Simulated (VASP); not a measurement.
# CdTe with PBE + D3(BJ): from relaxation to properties, part 2 of 2

Aim: relax CdTe, then compute properties on the relaxed cell. The start is a cell from a database of measured crystal structures.

VASP 6.6.1, plane waves and PAW; the level of theory is named at each step.

So far, gap on the k-mesh (eV): step 2 (relaxing cell and atoms (PBE + D3(BJ))) 0.725; step 3 (second relaxation) 0.725; step 4 (single point with fields (PBE + D3(BJ))) 0.725; step 6 (density of states (PBE + D3(BJ))) 0.729. The relaxed cell has a = 6.509 Å (conventional setting).

## 7. Independent-particle dielectric function (PBE + D3(BJ))

LOPTICS sums transitions from filled to empty bands. NBANDS is raised for it.

INCAR

```
SYSTEM = CdTe
PREC = Accurate
ENCUT = 400
EDIFF = 1E-06
NELM = 100
ISMEAR = 0
SIGMA = 0.05
LREAL = .FALSE.
ALGO = Normal
GGA = PE
IVDW = 12
NBANDS = 25
LORBIT = 11
LWAVE = .FALSE.
LCHARG = .FALSE.
KPAR = 2
LOPTICS = .TRUE.
NEDOS = 1500
CSHIFT = 0.1
```

POSCAR

```
CdTe
1.0
    0.0000000000      3.2547367159      3.2547367159
    3.2547367159      0.0000000000      3.2547367159
    3.2547367159      3.2547367159      0.0000000000
Cd Te
1 1
Direct
    0.0000000000      0.0000000000      0.0000000000
    0.2500000000      0.2500000000      0.2500000000
```

KPOINTS

```
Automatic mesh
0
Gamma
8 8 8
0 0 0
```

PAW data sets: Cd and Te (PBE family, release 64).

The run is started by

```console
$ mpirun -np 2 vasp_std
```

The job ended after 15 s (2 MPI ranks of AMD EPYC 9R14 (Zen 4), shared host; peak memory 0.38 GiB; 27 s of CPU time).

With so small a gap the low-energy part of the spectrum hangs on the few k-points near the gap and is not converged. These are independent-particle spectra without excitons or local fields, and fine structure depends on the mesh and on CSHIFT.

Numbers from this step:

- bands: 25
- Fermi energy: 2.450 eV
- pressure: -0.02886 GPa
- gap on the k-mesh: 0.7289 eV
- least direct gap on the k-mesh: 0.7289 eV

The imaginary dielectric function, xx has structure finer than the step of the table below, so its rows give means over 0.5 eV, whole bins alone (the curve runs from 0 to 25.0 eV). Peaks (eV: height): 0.75: 7.38, 1.74: 6.47, 2.43: 11.6, 3.24: 10.8, 4.30: 18.8, 5.18: 11.1.

The imaginary dielectric function, xx by photon energy; means over each step:

photon energy (eV), imaginary dielectric function, xx and a bar:
```
      0.5        2.6 #####
      1.0        2.2 #####
      1.5        2.3 #####
      2.0        3.3 #######
      2.5        8.1 ##################
      3.0        6.7 ###############
      3.5        7.9 ##################
      4.0        8.7 ####################
      4.5       13.3 ##############################
      5.0        8.9 ####################
      5.5        8.9 ####################
      6.0        6.0 #############
      6.5        5.7 #############
      7.0        3.8 ########
      7.5        2.7 ######
      8.0        2.1 ####
      8.5        1.7 ####
      9.0        1.3 ###
      9.5        1.2 ##
     10.0        1.2 ##
     10.5        0.8 #
     11.0        0.9 ##
     11.5        0.8 #
     12.0        0.6 #
     12.5        0.7 #
     13.0        0.7 #
     13.5        0.8 #
     14.0        0.5 #
     14.5        0.4 #
     15.0        0.5 #
     15.5        0.4 #
     16.0        0.4 #
     16.5        0.4 
     17.0        0.3 
     17.5        0.3 
     18.0        0.3 
     18.5        0.4 
     19.0        0.4 
     19.5        0.3 
     20.0        0.3 
     20.5        0.2 
     21.0        0.3 
     21.5        0.2 
     22.0        0.2 
     22.5        0.2 
     23.0        0.2 
     23.5        0.2 
     24.0        0.2 
     24.5        0.2
```

The real dielectric function, xx by photon energy:

```
photon energy (eV)  real dielectric function, xx
                 0                          11.0
                 1                          7.42
                 2                          9.69
                 3                          10.3
                 4                          7.89
                 5                          2.46
                 6                         -2.89
                 7                         -4.15
                 8                         -1.68
                 9                         -1.45
                10                         -1.09
                11                        -0.320
                12                        -0.215
                13                        0.0619
                14                        -0.151
                15                         0.161
                16                         0.285
                17                         0.339
                18                         0.395
                19                         0.384
                20                         0.469
                21                         0.468
                22                         0.482
                23                         0.581
                24                         0.542
```

The mean of ε2 over directions passes 5 % of its top at 0.49 eV, against a least direct gap of 0.73 eV on this mesh; what lies under the gap is the tail of the broadening by CSHIFT.

## 8. Core-level energies (PBE + D3(BJ))

ICORELEVEL = 1 prints the core eigenvalues in the potential of the ground state.

Edit INCAR of step 7 so:

```diff
@@ -11,3 +11,3 @@
 IVDW = 12
-NBANDS = 25
+NBANDS = 15
 LORBIT = 11
@@ -16,4 +16,2 @@
 KPAR = 2
-LOPTICS = .TRUE.
-NEDOS = 1500
-CSHIFT = 0.1
+ICORELEVEL = 1
```

POSCAR is that of step 7.

KPOINTS

```
Automatic mesh
0
Gamma
5 5 5
0 0 0
```

The run is started by

```console
$ mpirun -np 2 vasp_std
```

The job ended after 5.2 s (2 MPI ranks; peak memory 0.29 GiB).

These are scalar-relativistic Kohn-Sham levels of the ground state, with no core hole, so they are not binding energies.

Numbers from this step:

| Quantity | Value |
| --- | --- |
| SCF cycles | 13 |
| bands | 15 |
| irreducible k-points | 10 |
| free energy (TOTEN) | -5.442 eV |
| Fermi energy | 2.515 eV |
| pressure | 0.01478 GPa |
| gap on the k-mesh | 0.7247 eV |
| least direct gap on the k-mesh | 0.7247 eV |

Kohn-Sham core levels. Core levels, by row:

```
atom  shell  level below the valence-band top (eV)
 Cd1     1s                                  26516
 Cd1     2s                                   3933
 Cd1     2p                                   3528
 Cd1     3s                                  729.9
 Cd1     3p                                  597.2
 Cd1     3d                                  389.7
 Cd1     4s                                  102.1
 Cd1     4p                                  63.19
 Te2     1s                                  31615
 Te2     2s                                   4843
 Te2     2p                                   4346
 Te2     3s                                    959
 Te2     3p                                  797.7
 Te2     3d                                    554
 Te2     4s                                  158.5
 Te2     4p                                  108.6
 Te2     4d                                  35.91
```

## 9. Bands along the symmetry lines (PBE + D3(BJ) + SOC)

This step: PBE with D3(BJ), spin-orbit coupling; plane waves and PAW (Cd, Te) (VASP 6.6.1).

The mesh alone shows little of the dispersion and can miss band extrema, so KPOINTS_OPT adds a path through the symmetry points after the self-consistent cycle. Spin-orbit coupling needs spinors and the noncollinear program, where each band holds one electron.

Edit INCAR of step 8 so:

```diff
@@ -11,3 +11,8 @@
 IVDW = 12
-NBANDS = 15
+LNONCOLLINEAR = .TRUE.
+MAGMOM = 0 0 0 0 0 0
+NBANDS = 30
+GGA_COMPAT = .FALSE.
+LASPH = .TRUE.
+LSORBIT = .TRUE.
 LORBIT = 11
@@ -16,2 +21 @@
 KPAR = 2
-ICORELEVEL = 1
```

POSCAR is that of step 8.

KPOINTS

```
Automatic mesh
0
Gamma
4 4 4
0 0 0
```

KPOINTS_OPT

```
Line mode
16
Line-mode
Reciprocal
  0.00000000   0.00000000   0.00000000 GAMMA
  0.50000000   0.00000000   0.50000000 X

  0.50000000   0.00000000   0.50000000 X
  0.50000000   0.25000000   0.75000000 W

  0.50000000   0.25000000   0.75000000 W
  0.37500000   0.37500000   0.75000000 K

  0.37500000   0.37500000   0.75000000 K
  0.00000000   0.00000000   0.00000000 GAMMA

  0.00000000   0.00000000   0.00000000 GAMMA
  0.50000000   0.50000000   0.50000000 L

  0.50000000   0.50000000   0.50000000 L
  0.62500000   0.25000000   0.62500000 U

  0.62500000   0.25000000   0.62500000 U
  0.50000000   0.25000000   0.75000000 W

  0.50000000   0.25000000   0.75000000 W
  0.50000000   0.50000000   0.50000000 L

  0.50000000   0.50000000   0.50000000 L
  0.37500000   0.37500000   0.75000000 K

  0.62500000   0.25000000   0.62500000 U
  0.50000000   0.00000000   0.50000000 X
```

The run is started by

```console
$ mpirun -np 2 vasp_ncl
```

Elapsed: 2.1 min, on 2 MPI ranks; peak memory 0.53 GiB.

LASPH is switched on together with spin-orbit coupling, so the change from the scalar run holds both.

This step gave:

```yaml
bands: 30
free_energy_toten: -5.524 eV
fermi_energy: 2.753 eV
pressure: 0.2092 GPa
least_gap_on_mesh_and_path: 0.4485 eV
least_direct_gap_on_mesh_and_path: 0.4486 eV
```

On-site spin-orbit energy by atom:

```
atom  on-site spin-orbit energy (eV)
 Cd1                          -0.060
 Te2                          -0.193
```

Electronic bands along the path, in eV, zero at the valence-band top; v1 is the highest filled band, c1 the lowest empty one:

```csv
point,v4,v3,v2,v1,c1,c2,c3,c4
Γ,0.00,0.00,0.00,0.00,0.45,0.45,4.09,4.09
0.53 of the way,-1.61,-1.61,-1.24,-1.24,2.63,2.63,3.03,3.03
X,-2.27,-2.27,-1.94,-1.94,2.35,2.35,2.39,2.39
0.53 of the way,-2.61,-2.34,-2.19,-2.16,2.97,3.13,3.15,3.19
W,-2.84,-2.39,-2.38,-2.35,3.71,4.10,4.40,4.45
0.53 of the way,-2.90,-2.60,-2.05,-1.97,3.05,3.18,4.16,4.33
K,-2.95,-2.67,-1.78,-1.75,2.59,2.63,4.13,4.31
0.47 of the way,-2.03,-1.79,-0.75,-0.74,2.51,2.68,4.64,4.77
Γ,0.00,0.00,0.00,0.00,0.45,0.45,4.09,4.09
0.53 of the way,-0.99,-0.99,-0.48,-0.47,1.68,1.68,4.78,4.78
L,-1.29,-1.29,-0.78,-0.78,1.52,1.52,4.83,4.83
0.53 of the way,-2.38,-2.17,-1.36,-1.33,2.58,2.69,4.46,4.55
U,-2.95,-2.67,-1.78,-1.75,2.59,2.63,4.13,4.31
0.47 of the way,-2.90,-2.60,-2.05,-1.97,3.05,3.18,4.16,4.33
W,-2.84,-2.39,-2.38,-2.35,3.71,4.10,4.40,4.45
0.47 of the way,-2.55,-2.29,-1.60,-1.50,2.93,3.11,4.31,4.33
L,-1.29,-1.29,-0.78,-0.78,1.52,1.52,4.83,4.83
0.47 of the way,-2.20,-2.01,-1.28,-1.25,2.46,2.58,4.46,4.51
K,-2.95,-2.67,-1.78,-1.75,2.59,2.63,4.13,4.31
jump to U,-2.95,-2.67,-1.78,-1.75,2.59,2.63,4.13,4.31
0.47 of the way,-2.57,-2.37,-1.98,-1.93,2.43,2.45,3.00,3.08
X,-2.27,-2.27,-1.94,-1.94,2.35,2.35,2.39,2.39
```

Of the projections kept (Cd, Te), the largest for each band there; the rest of the weight can lie on other orbitals:

```
point       v4       v3       v2       v1       c1       c2       c3       c4
    Γ  Te 0.83  Te 0.83  Te 0.83  Te 0.83  Cd 0.57  Cd 0.57  Cd 0.74  Cd 0.74
    X  Te 0.80  Te 0.80  Te 0.78  Te 0.78  Cd 0.60  Cd 0.60  Cd 0.61  Cd 0.61
    W  Te 0.77  Te 0.76  Te 0.78  Te 0.75  Te 0.54  Te 0.56  Te 0.73  Te 0.72
    K  Te 0.78  Te 0.75  Te 0.79  Te 0.79  Cd 0.60  Cd 0.60  Te 0.60  Te 0.61
    Γ  Te 0.83  Te 0.83  Te 0.83  Te 0.83  Cd 0.57  Cd 0.57  Cd 0.74  Cd 0.74
    L  Te 0.80  Te 0.80  Te 0.81  Te 0.81  Cd 0.63  Cd 0.63  Cd 0.62  Cd 0.62
```

The gap moves by -0.28 eV against PBE with D3(BJ), which ran on another mesh.

## 10. Starting orbitals for the hybrid

This step: PBE; plane waves and PAW (Cd, Te) (VASP 6.6.1).

A hybrid converges badly from random orbitals, so a cheap semilocal run writes a WAVECAR on the same mesh first.

INCAR

```
SYSTEM = CdTe
PREC = Accurate
ENCUT = 400
EDIFF = 1E-05
NELM = 100
ISMEAR = 0
SIGMA = 0.05
LREAL = .FALSE.
ALGO = Normal
GGA = PE
NBANDS = 15
LORBIT = 11
LWAVE = .TRUE.
LCHARG = .FALSE.
KPAR = 2
```

POSCAR is that of step 9.

KPOINTS is that of step 9.

The run is started by

```console
$ mpirun -np 2 vasp_std
```

The job ended after 4 s (2 MPI ranks; peak memory 0.26 GiB; 5.9 s of CPU time).

At this level the cell is under a pressure of 2.0 GPa, so at these settings it is away from equilibrium.

A gap read on the k-mesh alone can miss the band edges.

This step gave:

```
SCF cycles                     : 12
bands                          : 15
irreducible k-points           : 8
free energy (TOTEN)            : -4.724 eV
Fermi energy                   : 2.476 eV
pressure                       : 2.019 GPa
gap on the k-mesh              : 0.7167 eV
least direct gap on the k-mesh : 0.7167 eV
```

## 11. Bands along the symmetry lines (HSE06)

This step: HSE06; plane waves and PAW (Cd, Te) (VASP 6.6.1).

HSE06 mixes in a quarter of exact exchange at short range, at far higher cost; in semiconductors this cures much of the gap error, while metals seldom gain.

INCAR

```
SYSTEM = CdTe
PREC = Accurate
ENCUT = 400
EDIFF = 1E-06
NELM = 100
ISMEAR = 0
SIGMA = 0.05
LREAL = .FALSE.
ALGO = Normal
LHFCALC = .TRUE.
AEXX = 0.25
GGA = PE
HFSCREEN = 0.2
LASPH = .TRUE.
NBANDS = 15
PRECFOCK = Fast
LORBIT = 11
LWAVE = .FALSE.
LCHARG = .FALSE.
KPAR = 2
```

POSCAR is that of step 10.

KPOINTS is that of step 10.

Edit KPOINTS_OPT of step 9 so:

```diff
@@ -1,3 +1,3 @@
 Line mode
-16
+6
 Line-mode
```

The run starts from files that an earlier step left in the folder.

The run is started by

```console
$ mpirun -np 2 vasp_std
```

Run time: 9.1 min. Hardware: 2 MPI ranks; peak memory 0.51 GiB; 18 min of CPU time.

The k-mesh is coarse for exact exchange; levels may shift by about 0.1 eV on a finer one. The PAW data sets were made with PBE, which is usual practice but a small mismatch for other functionals.

This step gave:

- SCF cycles: 8
- free energy (TOTEN): -6.001 eV
- Fermi energy: 1.995 eV
- least gap on mesh and path: 1.536 eV
- least direct gap on mesh and path: 1.536 eV

The electronic bands at the labelled points (eV, zero at the valence-band top; v1 is the highest filled band, c1 the lowest empty one):

| point | v4 | v3 | v2 | v1 | c1 | c2 | c3 | c4 |
| --- | --- | --- | --- | --- | --- | --- | --- | --- |
| Γ | -9.31 | 0.00 | 0.00 | 0.00 | 1.54 | 5.50 | 5.50 | 5.50 |
| 0.40 of the way | -9.30 | -2.15 | -0.83 | -0.83 | 3.59 | 4.31 | 6.85 | 6.85 |
| X | -8.69 | -4.54 | -1.95 | -1.95 | 3.32 | 3.49 | 9.93 | 10.32 |
| 0.60 of the way | -8.64 | -4.44 | -2.28 | -2.17 | 4.33 | 4.44 | 7.97 | 8.18 |
| W | -8.61 | -4.38 | -2.45 | -2.28 | 5.24 | 5.46 | 6.47 | 7.16 |
| 0.60 of the way | -8.64 | -4.40 | -2.63 | -1.82 | 4.10 | 5.42 | 7.54 | 7.92 |
| K | -8.65 | -4.41 | -2.68 | -1.62 | 3.69 | 5.41 | 8.31 | 8.51 |
| 0.60 of the way | -9.29 | -2.53 | -1.08 | -0.29 | 3.34 | 5.43 | 6.00 | 6.42 |
| Γ | -9.31 | 0.00 | 0.00 | 0.00 | 1.54 | 5.50 | 5.50 | 5.50 |
| 0.40 of the way | -9.31 | -2.18 | -0.32 | -0.32 | 2.73 | 5.79 | 5.95 | 5.95 |
| L | -8.87 | -4.66 | -0.81 | -0.81 | 2.62 | 6.08 | 6.08 | 7.99 |
| 0.60 of the way | -8.75 | -4.44 | -2.25 | -1.25 | 3.84 | 5.73 | 7.25 | 7.65 |
| U | -8.65 | -4.41 | -2.68 | -1.62 | 3.69 | 5.41 | 8.31 | 8.51 |
| 0.40 of the way | -8.64 | -4.40 | -2.63 | -1.82 | 4.10 | 5.42 | 7.54 | 7.92 |
| W | -8.61 | -4.38 | -2.45 | -2.28 | 5.24 | 5.46 | 6.47 | 7.16 |
| 0.40 of the way | -8.72 | -4.40 | -2.38 | -1.52 | 4.42 | 5.40 | 6.84 | 8.44 |
| L | -8.87 | -4.66 | -0.81 | -0.81 | 2.62 | 6.08 | 6.08 | 7.99 |
| 0.40 of the way | -8.81 | -4.55 | -1.67 | -1.03 | 3.49 | 5.63 | 6.64 | 8.05 |
| K | -8.65 | -4.41 | -2.68 | -1.62 | 3.69 | 5.41 | 8.31 | 8.51 |
| jump to U | -8.65 | -4.41 | -2.68 | -1.62 | 3.69 | 5.41 | 8.31 | 8.51 |
| 0.40 of the way | -8.66 | -4.48 | -2.35 | -1.83 | 3.50 | 4.29 | 8.95 | 9.37 |
| X | -8.69 | -4.54 | -1.95 | -1.95 | 3.32 | 3.49 | 9.93 | 10.32 |

Of the projections kept (Cd, Te), the largest for each band there; the rest of the weight can lie on other orbitals:

| point | v4 | v3 | v2 | v1 | c1 | c2 | c3 | c4 |
| --- | --- | --- | --- | --- | --- | --- | --- | --- |
| Γ | Cd 1.00 | Te 0.84 | Te 0.84 | Te 0.84 | Cd 0.56 | Cd 0.70 | Cd 0.70 | Cd 0.70 |
| X | Cd 0.84 | Cd 0.51 | Te 0.81 | Te 0.81 | Cd 0.59 | Cd 0.63 | Te 0.80 | Te 0.54 |
| W | Cd 0.84 | Cd 0.50 | Te 0.78 | Te 0.80 | Te 0.54 | Te 0.74 | Cd 0.62 | Cd 0.50 |
| K | Cd 0.84 | Cd 0.50 | Te 0.79 | Te 0.81 | Cd 0.61 | Te 0.60 | Te 0.62 | Te 0.58 |
| Γ | Cd 1.00 | Te 0.84 | Te 0.84 | Te 0.84 | Cd 0.56 | Cd 0.70 | Cd 0.70 | Cd 0.70 |
| L | Cd 0.89 | Te 0.59 | Te 0.82 | Te 0.82 | Cd 0.64 | Cd 0.59 | Cd 0.59 | Te 0.74 |

The gap moves by +0.81 eV against PBE with D3(BJ), which ran on another mesh.

## 12. Bands along the symmetry lines (TB-mBJ)

This step: TB-mBJ; plane waves and PAW (Cd, Te) (VASP 6.6.1).

The mesh alone shows little of the dispersion and can miss band extrema, so KPOINTS_OPT adds a path through the symmetry points after the self-consistent cycle. TB-mBJ is a local potential fitted to gaps: it costs far less than a hybrid but gives no energy.

INCAR

```
SYSTEM = CdTe
PREC = Accurate
ENCUT = 400
EDIFF = 1E-06
NELM = 150
ISMEAR = 0
SIGMA = 0.05
LREAL = .FALSE.
ALGO = Normal
METAGGA = MBJ
LASPH = .TRUE.
NBANDS = 21
LORBIT = 11
LWAVE = .FALSE.
LCHARG = .FALSE.
KPAR = 2
```

POSCAR is that of step 11.

KPOINTS

```
Automatic mesh
0
Gamma
5 5 5
0 0 0
```

Edit KPOINTS_OPT of step 11 so:

```diff
@@ -1,3 +1,3 @@
 Line mode
-6
+16
 Line-mode
```

The run is started by

```console
$ mpirun -np 2 vasp_std
```

Elapsed: 84 s, on 2 MPI ranks; peak memory 0.31 GiB; 2.7 min of CPU time.

This functional is a potential without an energy, so its energies, forces and stress mean nothing and are not read.

Numbers from this step:

```yaml
scf_cycles: 65
bands: 21
irreducible_k_points: 10
fermi_energy: 2.627 eV
least_gap_on_mesh_and_path: 1.791 eV
least_direct_gap_on_mesh_and_path: 1.791 eV
```

Electronic bands along the path, in eV, zero at the valence-band top; v1 is the highest filled band, c1 the lowest empty one:

| point | v4 | v3 | v2 | v1 | c1 | c2 | c3 | c4 |
| --- | --- | --- | --- | --- | --- | --- | --- | --- |
| Γ | -8.02 | 0.00 | 0.00 | 0.00 | 1.79 | 5.19 | 5.19 | 5.19 |
| 0.53 of the way | -7.95 | -2.44 | -1.03 | -1.03 | 3.54 | 4.09 | 7.18 | 7.18 |
| X | -7.51 | -3.83 | -1.65 | -1.65 | 3.30 | 3.38 | 9.56 | 9.80 |
| 0.53 of the way | -7.47 | -3.76 | -1.88 | -1.80 | 3.96 | 4.10 | 7.90 | 7.99 |
| W | -7.44 | -3.69 | -2.07 | -1.91 | 4.75 | 5.24 | 6.29 | 6.89 |
| 0.53 of the way | -7.46 | -3.70 | -2.20 | -1.58 | 4.04 | 5.10 | 7.04 | 7.48 |
| K | -7.48 | -3.72 | -2.25 | -1.36 | 3.58 | 5.08 | 7.93 | 7.95 |
| 0.47 of the way | -7.90 | -2.77 | -1.41 | -0.45 | 3.60 | 5.65 | 5.96 | 6.02 |
| Γ | -8.02 | 0.00 | 0.00 | 0.00 | 1.79 | 5.19 | 5.19 | 5.19 |
| 0.53 of the way | -8.02 | -2.52 | -0.41 | -0.41 | 2.80 | 5.72 | 5.72 | 6.20 |
| L | -7.66 | -3.94 | -0.68 | -0.68 | 2.64 | 5.70 | 5.70 | 8.00 |
| 0.53 of the way | -7.58 | -3.77 | -1.73 | -0.99 | 3.61 | 5.39 | 6.56 | 7.47 |
| U | -7.48 | -3.72 | -2.25 | -1.36 | 3.58 | 5.08 | 7.93 | 7.95 |
| 0.47 of the way | -7.46 | -3.70 | -2.20 | -1.58 | 4.04 | 5.10 | 7.04 | 7.48 |
| W | -7.44 | -3.69 | -2.07 | -1.91 | 4.75 | 5.24 | 6.29 | 6.89 |
| 0.47 of the way | -7.55 | -3.74 | -1.87 | -1.16 | 3.96 | 5.22 | 6.50 | 7.82 |
| L | -7.66 | -3.94 | -0.68 | -0.68 | 2.64 | 5.70 | 5.70 | 8.00 |
| 0.47 of the way | -7.59 | -3.81 | -1.56 | -0.93 | 3.51 | 5.37 | 6.37 | 7.61 |
| K | -7.48 | -3.72 | -2.25 | -1.36 | 3.58 | 5.08 | 7.93 | 7.95 |
| jump to U | -7.48 | -3.72 | -2.25 | -1.36 | 3.58 | 5.08 | 7.93 | 7.95 |
| 0.47 of the way | -7.49 | -3.79 | -1.93 | -1.57 | 3.41 | 3.96 | 8.65 | 8.90 |
| X | -7.51 | -3.83 | -1.65 | -1.65 | 3.30 | 3.38 | 9.56 | 9.80 |

Of the projections kept (Cd, Te), the largest for each band there; the rest of the weight can lie on other orbitals:

```csv
point,v4,v3,v2,v1,c1,c2,c3,c4
Γ,Cd 1.00,Te 0.84,Te 0.84,Te 0.84,Cd 0.57,Cd 0.66,Cd 0.66,Cd 0.66
X,Cd 0.86,Te 0.52,Te 0.81,Te 0.81,Cd 0.61,Cd 0.56,Te 0.79,Te 0.53
W,Cd 0.86,Te 0.52,Te 0.78,Te 0.81,Te 0.53,Te 0.72,Cd 0.58,Te 0.54
K,Cd 0.87,Te 0.53,Te 0.79,Te 0.81,Cd 0.59,Te 0.60,Te 0.60,Te 0.66
Γ,Cd 1.00,Te 0.84,Te 0.84,Te 0.84,Cd 0.57,Cd 0.66,Cd 0.66,Cd 0.66
L,Cd 0.91,Te 0.61,Te 0.82,Te 0.82,Cd 0.62,Cd 0.56,Cd 0.56,Te 0.74
```

The gap moves by +1.07 eV against PBE with D3(BJ).

## 13. Outcome

```
relaxed volume                                             : 34.48 Å³/atom
relaxed conventional cell a, b, c                          : 6.509, 6.509, 6.509 Å
space group after relaxing, within 0.02 Å                  : F-43m (No. 216)
band gap                                                   : 0.724 eV, direct
gap among the points of the DOS mesh alone, an upper bound : 0.729 eV
strongest peak of ε2, mean over directions                 : 4.30 eV
shallowest level of the frozen cores                       : Te2 4d, 35.9 eV deep
band gap (PBE + D3(BJ) + SOC)                              : 0.449 eV, direct
band gap (HSE06)                                           : 1.54 eV, direct
band gap (TB-mBJ)                                          : 1.79 eV, direct
```

**Reading.** With PBE + D3(BJ), CdTe relaxes to 34.48 Å³/atom in space group F-43m (held by the symmetry of the run) and has a direct gap of 0.724 eV (1.54 eV with HSE06). Against the listed cell the volume lies +1.4 %. Bands along the symmetry lines (PBE + D3(BJ)): On this path the gap is direct, 0.72 eV, with the valence top at Γ and the conduction bottom at Γ. Bands along the symmetry lines (PBE + D3(BJ) + SOC): On this path the gap is direct, 0.45 eV, with the valence top at Γ and the conduction bottom at Γ. Bands along the symmetry lines (HSE06): On this path the gap is direct, 1.54 eV, with the valence top at Γ and the conduction bottom at Γ. Bands along the symmetry lines (TB-mBJ): On this path the gap is direct, 1.79 eV, with the valence top at Γ and the conduction bottom at Γ. The other levels ran on the cell relaxed with PBE + D3(BJ), and without spin-orbit coupling unless named. LASPH was switched on together with spin-orbit coupling, so shifts put down to the coupling hold both changes. Semilocal functionals usually underestimate gaps. No search among competing phases was made, and a listed structure need not be the one stable at ambient conditions. All values are for a static lattice at zero temperature.

[Lines on the potential files, build, host, timing and source positions are cut from VASP's logs without a mark.]

[Logs are printed without paths, hosts, clocks, repeated set-up lines and the standing remarks that a program may print on its own settings, such as how far it seeks lower states.]

[Hosts, paths, dates, database ids (printed as entryN), source tags and the programs' standing remarks are cut or masked in the printed files.]

[A measured line is paired with the nearest computed mode of its activity, which favours agreement.]
